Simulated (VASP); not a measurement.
A run of VASP 6.6.1 is set up as follows.

INCAR

```
SYSTEM = MgBe3
ALGO = Normal ; BPARAM = 20.0
CPARAM = 0.0093 ; EDIFF = 1E-7
ENCUT = 520 ; GGA = PS
ISIF = 2 ; ISMEAR = 0
IVDW_NL = 2 ; LASPH = .True.
LCHARG = .False. ; LREAL = .False.
LUSE_VDW = .True. ; LWAVE = .False.
NELM = 100 ; PREC = Accurate
SIGMA = 0.05
```

The input KPOINTS:

```
k-points
0
Gamma
  6 6 7
  0 0 0
```

File POSCAR:

```
MgBe3
1.0
    5.4676023335      0.0000000000      0.0000000000
   -2.7338011668      4.7350825186      0.0000000000
    0.0000000000      0.0000000000      3.6278910000
Mg Be
2 6
Cartesian
    2.7338011670      1.5783608394      0.9069727500
   -0.0000000003      3.1567216792      2.7209182500
    1.6541110411      4.1117231339      0.9069727500
    0.0000000000      1.2467187693      0.9069727500
   -1.6541110412      4.1117231339      0.9069727500
    4.3879122079      0.6233593847      2.7209182500
    2.7338011667      3.4883637493      2.7209182500
    1.0796901256      0.6233593847      2.7209182500
```

Potentials or basis: VASP PAW PBE potentials, release 64 (Mg_pv, Be_sv).

Run with:

```console
$ cat potpaw_PBE.64/Mg_pv/POTCAR potpaw_PBE.64/Be_sv/POTCAR > POTCAR
$ mpirun -np 1 vasp_std > vasp.out
```

What does it give for the largest force?

0.064 eV/Å.

Estimate the pressure.

-0.9 GPa.

Forces in eV/Å, atoms in the order of the input:
```
Mg   0.000  0.000  0.000
Mg   0.000  0.000  0.000
Be  -0.056 -0.032  0.000
Be   0.000  0.064  0.000
Be   0.056 -0.032  0.000
Be  -0.056  0.032  0.000
Be   0.000 -0.064  0.000
Be   0.056  0.032  0.000
```

Caveat: the PAW data sets were made with another functional, which shifts forces and pressure a little; pairwise dispersion overbinds metals, which lowers pressure and volume.
